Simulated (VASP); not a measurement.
A run of VASP 6.6.1 is set up as follows.

File INCAR:

```
SYSTEM = Si2W
PREC = Accurate ; ENCUT = 520
EDIFF = 1E-7 ; ISMEAR = 0
SIGMA = 0.1 ; LREAL = .False.
LASPH = .True. ; NELM = 80
ALGO = Normal ; ISIF = 3
LWAVE = .False. ; LCHARG = .False.
GGA = PE ; IBRION = 2
NSW = 80 ; EDIFFG = -0.002
KPAR = 4
```

Contents of KPOINTS:

```
regular mesh
0
Gamma
  4 4 4
  0 0 0
```

POSCAR

```
Si2W                                    
1.0
   -1.6141084520      1.6141084520      3.9455354536
    1.6141084520     -1.6141084520      3.9455354536
    1.6141084520      1.6141084520     -3.9455354536
  Si              W             
     2     1
Direct
     0.3333020450814220    0.3333020450814220    0.0000000000000000
     0.6666979549185781    0.6666979549185781    0.0000000000000000
     0.0000000000000000    0.0000000000000000    0.0000000000000000
```

Potentials or basis: VASP PAW PBE potentials, release 64 (Si, W_sv).

The run is started by

```bash
$ cat potpaw_PBE.64/Si/POTCAR potpaw_PBE.64/W_sv/POTCAR > POTCAR
$ mpirun -np 4 vasp_std > vasp.out
```

Problem. Estimate the band gap on the k mesh.

Solution. None (metal or under the smearing width).

Final structure:
```
CELL_PARAMETERS angstrom
-1.61411 1.61411 3.94554
1.61411 -1.61411 3.94554
1.61411 1.61411 -3.94554
ATOMIC_POSITIONS crystal
Si 0.33330 0.33330 0.00000
Si 0.66670 0.66670 0.00000
W 0.00000 0.00000 0.00000
```

Caveat: the k mesh is coarse (spacing up to 0.69 Å⁻¹), so the values aren't converged; the relaxation stopped at its first step, so nothing moved. The run has no spin-orbit coupling, so splittings on W are missing.
